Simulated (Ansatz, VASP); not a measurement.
**Two plane-wave programs on ScF3**

Contents of INCAR:

```
SYSTEM = ScF3
ALGO = Normal ; EDIFF = 1E-7
ENCUT = 520 ; ISIF = 2
ISMEAR = 0 ; LASPH = .TRUE.
LCHARG = .FALSE. ; LREAL = .FALSE.
LWAVE = .FALSE. ; NBANDS = 24
NELM = 60 ; PREC = Accurate
SIGMA = 0.05
```

File KPOINTS:

```
k-points
0
G
  6 6 6
  0 0 0
```

The input POSCAR:

```
ScF3
1.0
    4.3334460000      0.0000000000      0.0000000000
    0.0000000000      4.3334460000      0.0000000000
    0.0000000000      0.0000000000      3.6914540000
Sc F
1 3
Direct
    0.0000000000      0.0000000000      0.0000000000
    0.5000000000      0.0000000000      0.0000000000
    0.0000000000      0.5000000000      0.0000000000
    0.0000000000      0.0000000000      0.5000000000
```

Input for Ansatz:

```yaml
crystal:
  lattice:
    - [4.333446, 0.0, 0.0]
    - [0.0, 4.333446, 0.0]
    - [0.0, 0.0, 3.691454]
  atoms:
    - { symbol: Sc, position: [0.0, 0.0, 0.0] }
    - { symbol: F, position: [0.5, 0.0, 0.0] }
    - { symbol: F, position: [0.0, 0.5, 0.0] }
    - { symbol: F, position: [0.0, 0.0, 0.5] }
basis:
  ecutwfc: 420
kpoints:
  mp_grid: { grid: [6, 6, 6] }
hamiltonian:
  xc: lda
scf:
  occupations: { method: gaussian, width: 0.05 }
output:
  forces: true
  stress: true
  eigenvalues: true
```

Change from the starting cell: strain +0.080 along x and y, -0.080 along z, atoms carried along.

Alike in both runs: task single point; functional LDA; k mesh 6 × 6 × 6; occupations gaussian, width 0.05 eV; no spin polarisation.

```csv
,VASP,Ansatz
version,VASP 6.6.1,Ansatz 0.2.0
potentials or method,"VASP PAW LDA potentials, release 64 (Sc_sv, F)","scalar-relativistic, plane waves, PAW"
plane-wave cutoff (eV),520,420
valence electrons in the cell,32,32
```

VASP gave:

| Item | Value |
| --- | --- |
| gap on the k mesh at the Fermi level (eV) | 5.25 |
| least direct gap on the mesh (eV) | 5.60 |
| pressure (GPa) | -3.0 |
| largest component of the traceless stress (GPa) | 25.86 |

Question: What did Ansatz give for the same quantities?

Answer: gap on the k mesh at the Fermi level (eV): 5.27; least direct gap on the mesh (eV): 5.62; pressure (GPa): -3.6; largest component of the traceless stress (GPa): 25.09.

A k mesh can miss the band edges.
